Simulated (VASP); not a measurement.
Calculation: PBE GGA, VASP's PBE PAW potentials (set 64) (plane waves; VASP).

Input for VASP

KPOINTS:
```
k-points along high-symmetry lines
15
Line-mode
Reciprocal
  0.000000   0.000000   0.000000 ! GAMMA
  0.500000   0.000000   0.500000 ! X

  0.500000   0.000000   0.500000 ! X
  0.625000   0.250000   0.625000 ! U

  0.375000   0.375000   0.750000 ! K
  0.000000   0.000000   0.000000 ! GAMMA

  0.000000   0.000000   0.000000 ! GAMMA
  0.500000   0.500000   0.500000 ! L

  0.500000   0.500000   0.500000 ! L
  0.500000   0.250000   0.750000 ! W

  0.500000   0.250000   0.750000 ! W
  0.500000   0.000000   0.500000 ! X
```

File POSCAR:
```
LiH
3.9983740
  0.0000000000   0.5000000587   0.5000000587
  0.5000000587   0.0000000000   0.5000000587
  0.5000000587   0.5000000587   0.0000000000
Li H
1 1
Cart
  0.0000000000   0.0000000000   0.0000000000
  0.5000000587   0.5000000587   0.5000000587
```

### INCAR
```
SYSTEM = LiH
PREC = Accurate
ENCUT = 520
EDIFF = 1E-6
NELM = 100
ALGO = Normal
LREAL = .FALSE.
LASPH = .TRUE.
ISMEAR = 0
SIGMA = 0.05
GGA = PE
LWAVE = .FALSE.
LCHARG = .FALSE.
ICHARG = 11
```

POTCAR, in this order: Li_sv H (PBE.64 set). Program: vasp_std. Read from the step before: CHGCAR.

The run wrote:

**OSZICAR**
```
       N       E                     dE             d eps       ncg     rms          rms(c)
DAV:   1    -0.124070586886E+01   -0.12407E+01   -0.14885E+03  1128   0.622E+02
DAV:   2    -0.563507760962E+01   -0.43944E+01   -0.41876E+01  1548   0.610E+01
DAV:   3    -0.572804516653E+01   -0.92968E-01   -0.92968E-01  1272   0.851E+00
DAV:   4    -0.572959806153E+01   -0.15529E-02   -0.15529E-02  1518   0.884E-01
DAV:   5    -0.572961513141E+01   -0.17070E-04   -0.17070E-04  1236   0.497E-02
DAV:   6    -0.572961516980E+01   -0.38399E-07   -0.38399E-07  1320   0.306E-03
   1 F= -.57296152E+01 E0= -.57296152E+01  d E =-.992980E-15
```

### OUTCAR
```
 val. band max:        0.1269452856   @ k =   0.5000   0.0000   0.5000

 cond. band min:       3.1005363857   @ k =   0.5000   0.0000   0.5000



 k-point     1 :       0.0000    0.0000    0.0000
  band No.  band energies     occupation
      1     -44.1566      2.00000
      2      -5.3353      2.00000
      3      16.3200      0.00000
      4      18.0960      0.00000
      5      18.0960      0.00000
      6      18.0960      0.00000

 k-point     2 :       0.0357    0.0000    0.0357
  band No.  band energies     occupation
      1     -44.1559      2.00000
      2      -5.3050      2.00000
      3      16.0919      0.00000
      4      17.8020      0.00000
      5      17.8020      0.00000
      6      18.2852      0.00000

 k-point     3 :       0.0714    0.0000    0.0714
  band No.  band energies     occupation
      1     -44.1536      2.00000
      2      -5.2137      2.00000
      3      15.5664      0.00000
      4      17.1097      0.00000
      5      17.1097      0.00000
      6      18.6519      0.00000

 k-point     4 :       0.1071    0.0000    0.1071
  band No.  band energies     occupation
      1     -44.1499      2.00000
      2      -5.0606      2.00000
      3      14.8806      0.00000
      4      16.2761      0.00000
      5      16.2761      0.00000
      6      18.9204      0.00000

 k-point     5 :       0.1429    0.0000    0.1429
  band No.  band energies     occupation
      1     -44.1449      2.00000
      2      -4.8446      2.00000
      3      14.0477      0.00000
      4      15.4288      0.00000
      5      15.4288      0.00000
      6      18.9101      0.00000

 k-point     6 :       0.1786    0.0000    0.1786
  band No.  band energies     occupation
      1     -44.1389      2.00000
      2      -4.5633      2.00000
      3      13.0458      0.00000
      4      14.6212      0.00000
      5      14.6213      0.00000
      6      18.0177      0.00000

...
```

The density is held fixed in this step, so its total energy and stress have no physical meaning.

The compound is LiH in the rock salt structure. It was relaxed first, which changed the volume by -6 %.
